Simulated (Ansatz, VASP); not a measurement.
# SrTiSe3 in two plane-wave programs, part 2 of 3

Wanted: the spread between two codes on one cell, functional and k mesh. The cell is generated by rule, not measured, and may not be a known phase. Of the first pair: The cell is taken from a series of runs on this material, whose earlier steps may have relaxed, scaled, displaced or heated it; both programs get it as it stands.

VASP 6.6.1 and Ansatz 0.2.0.

So far: Set-up; VASP: relaxation of cell and atoms, LDA, pair 1.

## 3. Ansatz: relaxation of cell and atoms, LDA, pair 1

Level of this step: Ansatz beside VASP: Kohn-Sham DFT, plane waves, LDA (Ansatz).

Ansatz runs on its default PAW (the set named soft_2) files.

The same cell, functional (in two slightly different forms), mesh and smearing now go to Ansatz, which takes its cutoff from its data sets.

Contents of input.yaml:

```yaml
crystal:
  lattice:
    - [4.899528169, 0.0, 0.0]
    - [0.0, 4.899528169, 0.0]
    - [0.0, 0.0, 4.899528169]
  atoms:
    - { symbol: Sr, position: [0.0, 0.0, 0.0] }
    - { symbol: Ti, position: [0.5, 0.5, 0.5] }
    - { symbol: Se, position: [0.0, 0.5, 0.5] }
    - { symbol: Se, position: [0.5, 0.0, 0.5] }
    - { symbol: Se, position: [0.5, 0.5, 0.0] }
kpoints:
  mp_grid: { grid: [6, 6, 6] }
hamiltonian:
  xc: lda
scf:
  occupations: { method: methfessel_paxton, width: 0.15 }
output:
  forces: true
  stress: true
  eigenvalues: true
relax:
  adjacent_minimum: "off"
  f_tol: 0.001
  max_steps: 60
  cell: { stress_tol: 0.01 }
```

Started as:

```sh
> ansatz run input.yaml --threads 8 --pin off --max-ram 14336MiB --backend cpu --events-out ev --progress --plain --runs-dir out
```

Numbers of over 12 decimals in the logs are rounded to 6 here.

The program printed:

```text
Engine: ansatz 0.2.0, aarch64-unknown-linux-gnu
Pseudopotentials: kind: paw
Pseudopotential: Sr, paw, valence charge 10, recommended cutoff 420 eV (normal), Sr.paw.azcp
Pseudopotential: Ti, paw, valence charge 12, recommended cutoff 420 eV (normal), Ti.paw.azcp
Pseudopotential: Se, paw, valence charge 16, recommended cutoff 420 eV (normal), Se.paw.azcp
Functional definition: SPW92
  exchange = slater_x
  correlation = pw_c
Crystal: 5 atoms, lattice volume = 117.615 Å³
Basis set: ecut = 420 eV, 2325 PW (Γ)
Bands: 42, of which v1, the nominal top of the filled ones, is band 35 counted from 1 (34 counted from 0)
Symmetry: 48 space group operations
Space group: Pm-3m (ITA 221), of the structure as read, at distance tolerance 4.9e-5 Å
k-points: 20 of 216
Non-local potential: Sr, projectors of the file, l = 0: 3, l = 1: 2, l = 2: 2
Non-local potential: Ti, projectors of the file, l = 0: 3, l = 1: 2, l = 2: 3, l = 3: 1
Non-local potential: Se, projectors of the file, l = 0: 2, l = 1: 2, l = 2: 3, l = 3: 1
PAW form: soft (Blöchl's): semilocal exchange-correlation on the pseudo side does not see the compensation charge
PAW frozen core: Sr, regenerated for the run's functional, and the local potential with it (the file was generated under x = pbe(κ = 0.804, μ = 0.219515), c = pbe(β = 0.066725))
PAW frozen core: Ti, regenerated for the run's functional, and the local potential with it (the file was generated under x = pbe(κ = 0.804, μ = 0.219515), c = pbe(β = 0.066725))
PAW frozen core: Se, regenerated for the run's functional, and the local potential with it (the file was generated under x = pbe(κ = 0.804, μ = 0.219515), c = pbe(β = 0.066725))
PAW one-centre angular grid: Sr, 110 points (default); XC on 64 Gauss nodes
PAW one-centre angular grid: Ti, 590 points (default); XC on 64 Gauss nodes
PAW one-centre angular grid: Se, 590 points (default); XC on 64 Gauss nodes
Initial density: superposition of atomic densities (neutral atoms: chi_scale 0, normalization atom), corrected by the library's trained network
Initial wavefunctions: pseudopotential atomic-orbital guess
Functional: x = slater, c = lda
SCF iter   1: F=—  HF=-22051.143896 eV  |F-HF|=—  |Δ(HF+E_count)|=         —  Δρ=4.70e-3  dr2=1.34e-2  ethr=1.77e-3  ⟨swp⟩=7.3  Hψ=3379  notcnv=0
preconditioner: auto → Resta (q_TF=auto, 2.502 Å⁻¹)  ε∞=4.5  [insulator: Δε(μ)=0.211 eV  Ē_g=10.064 eV  σ=0.150 eV  W_gap=0.92  n_scr=26 (ndim 8)  ℏωp=18.8 eV  f_vac=0.013  D(μ)=0.19/eV (n_scr^D=0)  ε∞_Penn≈4.5]
SCF iter   2: F=—  HF=-22051.144088 eV  |F-HF|=—  |Δ(HF+E_count)|=   1.92e-4  S|Δr|=    0.00e0  Δρ=2.94e-3  dr2=6.20e-3  ethr=1.91e-5  ⟨swp⟩=3.0  Hψ=1805  notcnv=0  defer=1
SCF iter   3: F=—  HF=-22051.144112 eV  |F-HF|=—  |Δ(HF+E_count)|=   2.46e-5  S|Δr|=    0.00e0  Δρ=1.92e-3  dr2=6.69e-3  ethr=8.85e-6  ⟨swp⟩=2.0  Hψ=1493  notcnv=0  defer=1
SCF iter   4: F=—  HF=-22051.143215 eV  |F-HF|=—  |Δ(HF+E_count)|=   8.97e-4  S|Δr|=    0.00e0  Δρ=3.69e-4  dr2=2.20e-4  ethr=8.85e-6  ⟨swp⟩=2.0  Hψ=912  notcnv=0  defer=1
SCF iter   5: F=—  HF=-22051.143194 eV  |F-HF|=—  |Δ(HF+E_count)|=   2.11e-5  S|Δr|=    0.00e0  Δρ=1.12e-4  dr2=1.93e-5  ethr=3.15e-7  ⟨swp⟩=2.0  Hψ=898  notcnv=0  defer=1
SCF iter   6: F=—  HF=-22051.143184 eV  |F-HF|=—  |Δ(HF+E_count)|=   9.95e-6  S|Δr|=    0.00e0  Δρ=2.04e-5  dr2=7.74e-7  ethr=2.75e-8  ⟨swp⟩=2.0  Hψ=1182  notcnv=0  defer=1
SCF iter   7: F=-22051.143184 eV  HF=-22051.143184 eV  |F-HF|=6.81e-8  |Δ(HF+E_count)|=   1.36e-7  S|Δr|=    0.00e0  Δρ=6.54e-6  dr2=6.88e-8  ethr=1.43e-10  ⟨swp⟩=8.2  Hψ=4286  notcnv=0
SCF 1 converged in 7 iterations: F = -22051.143184 eV  dr2 = 6.88e-8
  greatest PAW one-centre occupation: 1.000 electrons in one spin orbital (limit 2), on the Se atom at site 3 (counted from 0), in its partial waves of l = 2
relax step   1: F+E_penalty+E_count = -22051.14318378 eV  Δ(F+E_penalty+E_count) = +0.000e0 eV  max|allowed force component| = 1.133e-28 eV/Å  Δτ_max = 0.0000 Å  P = -0.006 GPa  Ω = 117.615 Å³  (7 SCF iters, dr2 threshold 1.00e-7 eV, accepted)
Initial density: handed on by an earlier stage of this run
Initial wavefunctions: pseudopotential atomic-orbital guess (no wavefunctions were taken with the density)
iter 1 solved again at ethr=4.06e-7 eV; its pass at ethr=3.10e-3 eV (dr2=2.84e-4 eV) is discarded
SCF iter   1: F=—  HF=-22051.143179 eV  |F-HF|=—  |Δ(HF+E_count)|=         —  Δρ=6.13e-6  dr2=5.78e-8  ethr=4.06e-7  ⟨swp⟩=3.5  Hψ=5428  notcnv=0
eigensolver tolerance schedule: the retry pair's looser diagonalisation over-reported the residual by 4909.58 of it (diagonalisation noise at 1.80 of the residual, at the tolerance the schedule requests for it); recorded, not acted on — ethr = c·dr2/N_el stays at c = 1.0e-1
preconditioner: auto → Resta (q_TF=auto, 2.502 Å⁻¹)  ε∞=4.5  [insulator: Δε(μ)=0.213 eV  Ē_g=10.065 eV  σ=0.150 eV  W_gap=0.93  n_scr=26 (ndim 8)  ℏωp=18.8 eV  f_vac=0.006  D(μ)=0.19/eV (n_scr^D=0)  ε∞_Penn≈4.5]
SCF iter   2: F=—  HF=-22051.143184 eV  |F-HF|=—  |Δ(HF+E_count)|=   4.34e-6  S|Δr|=    0.00e0  Δρ=4.15e-6  dr2=2.48e-8  ethr=8.26e-11  ⟨swp⟩=3.8  Hψ=2213  notcnv=0
SCF iter   3: F=—  HF=-22051.143184 eV  |F-HF|=—  |Δ(HF+E_count)|=   1.34e-9  S|Δr|=    0.00e0  Δρ=1.97e-6  dr2=5.75e-9  ethr=3.54e-11  ⟨swp⟩=1.1  Hψ=845  notcnv=0
SCF iter   4: F=—  HF=-22051.143184 eV  |F-HF|=—  |Δ(HF+E_count)|=  4.87e-10  S|Δr|=    0.00e0  Δρ=2.02e-7  dr2=6.08e-11  ethr=8.22e-12  ⟨swp⟩=2.1  Hψ=1024  notcnv=0
SCF iter   5: F=—  HF=-22051.143184 eV  |F-HF|=—  |Δ(HF+E_count)|=  7.28e-12  S|Δr|=    0.00e0  Δρ=6.28e-8  dr2=5.43e-12  ethr=1.00e-12  ⟨swp⟩=1.1  Hψ=842  notcnv=0
SCF iter   6: F=-22051.143184 eV  HF=-22051.143184 eV  |F-HF|=7.28e-12  |Δ(HF+E_count)|=    0.00e0  S|Δr|=    0.00e0  Δρ=2.15e-8  dr2=1.08e-12  ethr=1.00e-12  ⟨swp⟩=6.8  Hψ=4037  notcnv=0
SCF 2 converged in 6 iterations: F = -22051.143184 eV  dr2 = 1.08e-12
  greatest PAW one-centre occupation: 1.000 electrons in one spin orbital (limit 2), on the Se atom at site 2 (counted from 0), in its partial waves of l = 2
relax step   2: F+E_penalty+E_count = -22051.14318383 eV  Δ(F+E_penalty+E_count) = -4.698e-8 eV  max|allowed force component| = 1.056e-29 eV/Å  Δτ_max = 0.0000 Å  P = -0.006 GPa  Ω = 117.615 Å³  stress off target by 6.06e-3 GPa  SCF on the basis re-selected at this cell (its energy is not comparable with the rows above)  (6 SCF iters)
basis re-selected at this cell: Δ(F+E_penalty+E_count) = -4.698e-8 eV, ΔP = -0.000 GPa vs the last step (what re-selecting the basis moved, of the pressure what is left beyond the Pulay correction that the steps carried, after the strain that the cell walked since its last selection, with what the two solves' SCF thresholds leave and, on support functions, any second-order correction that the steps lacked; it is no m [...]
SCF converged after 6 iterations
Stability not checked: this state was not tested for a lower state beside it, because cold or Methfessel-Paxton smearing, or corrected tetrahedra, fill the levels in a way that the test cannot read (fill_not_monotonic; see scf.lower_state_search)
Free energy (F): -22051.143184 eV
Harris-Foulkes:  -22051.143184 eV  (|F-HF|=7.28e-12)
Internal energy: -22051.146277 eV  (E = F + TS)
E sigma→0 (E₀):  -22051.143957 eV
Entropy (-TS):   0.003093 eV (0.619 meV/atom)
Fermi energy:    9.657754 eV
Step filling:    the computed levels leave a gap of 0.2134 eV = 1.4 smearing widths at the electron count; against every level under it full and every level over it empty, smearing changes F+E_penalty+E_count by +1.144 meV and its σ→0 estimate by +0.371 meV
--- Per-component energies (eV) ---
  E_band       = -1368.817941
  E_kinetic    = 880.869442
  E_local      = -9312.004828  (includes V_loc(G=0)·N_el)
  E_nonlocal   = -1553.510607
  E_hartree    = 4385.132727
  E_xc         = -583.050352
  E_vxc        = -584.138225  (∫ρ·V_xc dr)
  E_paw        = -9074.602026  (= ΣΔE_a)
  E_vpaw       = 429.702587  (= ΣTr[D̂ρ^β])
  E_aug_tail   = -0.001745  (compensation charges beyond the density's cutoff)
  E_ewald      = -6801.251060
  E_core_change = 7.272173  (= ΣΔE_core)
  E_smearing   = 0.003093  (= −TS)
  E_closure    = 0.000000  (closes the sum)
  Σ components = -22051.143184   (vs F -22051.143184, Δ=0.00e0)
--- Forces (eV/Å), atoms counted from 1 ---
  atom   1  Sr    -0.00000000     0.00000000     0.00000000
  atom   2  Ti     0.00000000     0.00000000     0.00000000
  atom   3  Se     0.00000000    -0.00000000    -0.00000000
  atom   4  Se    -0.00000000    -0.00000000    -0.00000000
  atom   5  Se    -0.00000000     0.00000000     0.00000000
  max |Σ_I F_I| component: 1.03e-29 eV/Å
--- Stress (GPa, compression-positive) ---
       -0.006059       0.000000      -0.000000
        0.000000      -0.006059      -0.000000
        0.000000       0.000000      -0.006059
  P = ⅓ Tr σ = -0.0061 GPa (-0.061 kbar)
--- Band table (eV; the first three rows and the last of 20) ---
  k-point 0: bands = [... 31 lower, 8.2728, 9.2052, 9.2052, 9.2052, 9.3916, 9.3916, 9.3916, 10.6225, ... 3 higher]
  k-point 1: bands = [... 31 lower, 7.9419, 8.3777, 9.0389, 9.0389, 9.2319, 10.0923, 10.0923, 10.6967, ... 3 higher]
  k-point 2: bands = [... 31 lower, 7.0951, 7.4480, 8.9142, 8.9142, 9.2873, 10.7545, 10.8538, 10.8538, ... 3 higher]
  k-point 19: bands = [... 31 lower, 5.9772, 9.9461, 9.9461, 9.9461, 11.1176, 11.1176, 11.1176, 11.6487, ... 3 higher]
--- Relaxed structure (1 steps of the walk, 1 accepted, 1 SCFs on fresh bases) ---
  F+E_penalty+E_count = -22051.14318383 eV   max|allowed force component| = 1.056e-29 eV/Å   (the final SCF, on the basis selected at the relaxed cell)
  cell:  # Å, volume = 117.6150 Å³
    - [4.899528169, 0.0, 0.0]
    - [0.0, 4.899528169, 0.0]
    - [0.0, 0.0, 4.899528169]
  atoms:
    - { symbol: Sr, position: [0.0, 0.0, 0.0] }
    - { symbol: Ti, position: [0.5, 0.5, 0.5] }
    - { symbol: Se, position: [0.0, 0.5, 0.5] }
    - { symbol: Se, position: [0.5, 0.0, 0.5] }
    - { symbol: Se, position: [0.5, 0.5, 0.0] }
```

Reading the cycles: dr2 is the Hartree energy of the density residual (eV), the measure of convergence; HF is the Harris–Foulkes estimate of the energy, which meets the free energy F at convergence.

## 4. Differences

Known differences besides the potentials themselves: the two LDA forms differ slightly; the data sets hold 70 valence electrons in Ansatz (on its default PAW (the set named soft_2) files) and 40 in VASP; the cutoff is 420 eV in Ansatz and 500 eV in VASP; VASP's log shows a relativistic correction to its local exchange, Ansatz's none; Ansatz adds a Pulay correction to the stress that steers its cell, VASP none. Total energies have different zeros and are not compared.

Compared:

| quantity | Ansatz | VASP | difference |
| --- | --- | --- | --- |
| volume (Å³) | 117.62 | 117.99 | -0.32 % |
| edge a after relaxation, in the typed setting (Å) | 4.899 | 4.905 | -0.11 % |

## 5. VASP: relaxation of cell and atoms, LDA, pair 2

The relaxed volume is the usual yardstick between codes: in a stiff, nearly cubic crystal its relative difference is about their pressure difference at one cell divided by the bulk modulus. Its start cell is another than that of the pair before, and may be another structure of the material.

Contents of INCAR:

```
SYSTEM = SrTiSe3
PREC = Accurate
ENCUT = 500
EDIFF = 1E-07
NELM = 120
ISMEAR = 0
SIGMA = 0.1
LREAL = .FALSE.
ALGO = Normal
GGA = CA
NBANDS = 26
LASPH = .TRUE.
LORBIT = 11
LWAVE = .FALSE.
LCHARG = .FALSE.
ISIF = 3
IBRION = 2
NSW = 80
EDIFFG = -0.005
GGA_COMPAT = .FALSE.
NELMIN = 4
KPAR = 2
```

Contents of POSCAR:

```
SrTiSe3
1.0
    4.8957054324      0.0000000000      0.0000000000
    0.0000000000      4.8957054324      0.0000000000
    0.0000000000      0.0000000000      4.8957054324
Sr Ti Se
1 1 3
Direct
    0.0000000000      0.0000000000      0.0000000000
    0.5000000000      0.5000000000      0.5000000000
    0.0000000000      0.5000000000      0.5000000000
    0.5000000000      0.0000000000      0.5000000000
    0.5000000000      0.5000000000      0.0000000000
```

Contents of KPOINTS:

```
Automatic mesh
0
Gamma
4 4 4
0 0 0
```

PAW data sets: Sr_sv, Ti_sv and Se (LDA family, release 64).

Started as:

```sh
> mpirun -np 2 vasp_std
```

The program printed:

```text
[... set-up lines as in an earlier step ...]
 entering main loop
       N       E                     dE             d eps       ncg     rms          rms(c)
DAV:   1     0.336616294027E+03    0.33662E+03   -0.18404E+04   520   0.144E+03
DAV:   2     0.426727476658E+01   -0.33235E+03   -0.32562E+03   582   0.361E+02
DAV:   3    -0.306775660668E+02   -0.34945E+02   -0.34331E+02   810   0.102E+02
DAV:   4    -0.331071999770E+02   -0.24296E+01   -0.24231E+01   752   0.233E+01
[...]
DAV:  13    -0.297020851894E+02   -0.17457E-05   -0.29325E-05   760   0.348E-02    0.137E-02
DAV:  14    -0.297020824227E+02    0.27668E-05   -0.10186E-05   656   0.251E-02    0.248E-03
DAV:  15    -0.297020823707E+02    0.51930E-07   -0.44572E-07   632   0.361E-03
   1 F= -.29702082E+02 E0= -.29701777E+02  d E =-.297021E+02
[...]
N       E                     dE             d eps       ncg     rms          rms(c)
DAV:   1    -0.297031638959E+02   -0.10815E-02   -0.23940E-02   626   0.138E+00    0.263E-01
[...]
DAV:   7    -0.297021168501E+02   -0.42423E-06   -0.14749E-06   710   0.622E-03    0.328E-03
DAV:   8    -0.297021169482E+02   -0.98025E-07   -0.25593E-07   616   0.315E-03
   2 F= -.29702117E+02 E0= -.29701802E+02  d E =-.345774E-04
 trial-energy change:   -0.000035  1 .order   -0.000031   -0.000124    0.000061
 step:   0.6910(harm=  0.6694)  dis= 0.00000  next Energy=   -29.702126 (dE=-0.440E-04)
[...]
N       E                     dE             d eps       ncg     rms          rms(c)
DAV:   1    -0.297022277306E+02   -0.11088E-03   -0.22885E-03   628   0.427E-01    0.816E-02
DAV:   2    -0.297021773862E+02    0.50344E-04   -0.78432E-04   624   0.237E-01    0.399E-02
DAV:   3    -0.297021333959E+02    0.43990E-04   -0.22047E-04   614   0.106E-01    0.205E-02
DAV:   4    -0.297021256357E+02    0.77603E-05   -0.46746E-05   740   0.455E-02    0.113E-02
DAV:   5    -0.297021266332E+02   -0.99753E-06   -0.47304E-06   670   0.912E-03    0.580E-03
DAV:   6    -0.297021271216E+02   -0.48846E-06   -0.16254E-06   868   0.536E-03    0.176E-03
DAV:   7    -0.297021271810E+02   -0.59380E-07   -0.15399E-07   506   0.196E-03
   3 F= -.29702127E+02 E0= -.29701816E+02  d E =-.448103E-04
[...]
reached required accuracy - stopping structural energy minimisation
```

OUTCAR, selected parts (step 5):

```text
  Total       -0.0029267     -0.0029267     -0.0029267     -0.0000000      0.0000000     -0.0000000
  in kB       -0.0399098     -0.0399098     -0.0399098     -0.0000000      0.0000000     -0.0000000
  external PRESSURE =      -0.0399098 kB  Pullay stress =       0.0000000 kB

 POSITION                                       TOTAL-FORCE (eV/Angst)
 -----------------------------------------------------------------------------------
      0.00000      0.00000      0.00000        -0.000000     -0.000000      0.000000
      2.44892      2.44892      2.44892         0.000000      0.000000      0.000000
      0.00000      2.44892      2.44892         0.000000     -0.000000      0.000000
      2.44892      0.00000      2.44892        -0.000000     -0.000000      0.000000
      2.44892      2.44892      0.00000        -0.000000     -0.000000      0.000000
 -----------------------------------------------------------------------------------
    total drift:                                0.000000      0.000000      0.000000

  FREE ENERGIE OF THE ION-ELECTRON SYSTEM (eV)
  ---------------------------------------------------
  free  energy   TOTEN  =       -29.7021271810 eV

  energy  without entropy=      -29.7015043175  energy(sigma->0) =      -29.70181575

[... 1 part as in an earlier step ...]

[... 3 further parts left out ...]
[key lines of the parts left out:]
E-fermi :   4.5359
```

## 6. Ansatz: relaxation of cell and atoms, LDA, pair 2

Its own start cell and the same functional (in two slightly different forms), mesh and smearing now go to Ansatz, which takes its cutoff from its data sets.

The two relaxations start from unlike cells of this crystal (the structure described is Ansatz's start), so only their ends are compared.

Contents of input.yaml:

```yaml
crystal:
  lattice:
    - [4.41973, 0.0, 0.0]
    - [0.0, 4.41973, 0.0]
    - [0.0, 0.0, 4.41973]
  atoms:
    - { symbol: Sr, position: [0.0, 0.0, 0.0] }
    - { symbol: Ti, position: [0.5, 0.5, 0.5] }
    - { symbol: Se, position: [0.0, 0.5, 0.5] }
    - { symbol: Se, position: [0.5, 0.0, 0.5] }
    - { symbol: Se, position: [0.5, 0.5, 0.0] }
kpoints:
  mp_grid: { grid: [4, 4, 4] }
hamiltonian:
  xc: lda
scf:
  occupations: { method: gaussian, width: 0.1 }
output:
  forces: true
  stress: true
  eigenvalues: true
relax:
  adjacent_minimum: "off"
  f_tol: 0.05
  max_steps: 80
  cell: { stress_tol: 0.5 }
```

Started as:

```sh
> ansatz run input.yaml --threads 8 --pin off --max-ram 14336MiB --backend cpu --events-out ev --progress --plain --runs-dir out
```

The program printed:

```text
[...]
Crystal: 5 atoms, lattice volume = 86.335 Å³
Basis set: ecut = 420 eV, 1743 PW (Γ)
Bands: 42, of which v1, the nominal top of the filled ones, is band 35 counted from 1 (34 counted from 0)
Symmetry: 48 space group operations
[...]
k-points: 10 of 64
[...]
--- Relaxed structure (5 steps of the walk, 5 accepted, 1 SCFs on fresh bases) ---
[...]
cell:  # Å, volume = 116.4759 Å³
    - [4.883659, 0, 0]
    - [0, 4.883659, 0.0]
    - [0, 0.0, 4.883659]
  atoms:
    - { symbol: Sr, position: [0, 0, 0] }
    - { symbol: Ti, position: [0.5, 0.5, 0.5] }
    - { symbol: Se, position: [0, 0.5, 0.5] }
    - { symbol: Se, position: [0.5, 0, 0.5] }
    - { symbol: Se, position: [0.5, 0.5, 0] }
[key lines of the parts left out:]
SCF converged after 6 iterations
Free energy (F): -22051.186607 eV
Fermi energy:    9.722854 eV
P = ⅓ Tr σ = 0.4046 GPa (4.046 kbar)
```

## 7. Differences

What differs besides the data sets and the points named for the pairs above, as far as they apply: the data sets hold 70 valence electrons in Ansatz (on its default PAW (the set named soft_2) files) and 40 in VASP. Total energies have different zeros and are not compared.

Compared:

| quantity | Ansatz | VASP | difference |
| --- | --- | --- | --- |
| volume (Å³) | 116.48 | 117.49 | -0.87 % |
| edge a after relaxation, in the typed setting (Å) | 4.884 | 4.898 | -0.29 % |

[end of part 2 of 3]

[Lines on the potential files, build, host, timing and source positions are cut from VASP's logs without a mark.]

[Logs are printed without paths, hosts, clocks, repeated set-up lines and the standing remarks that a program may print on its own settings, such as how far it seeks lower states.]

[Hosts, paths, dates, database ids (printed as entryN), source tags and the programs' standing remarks are cut or masked in the printed files.]
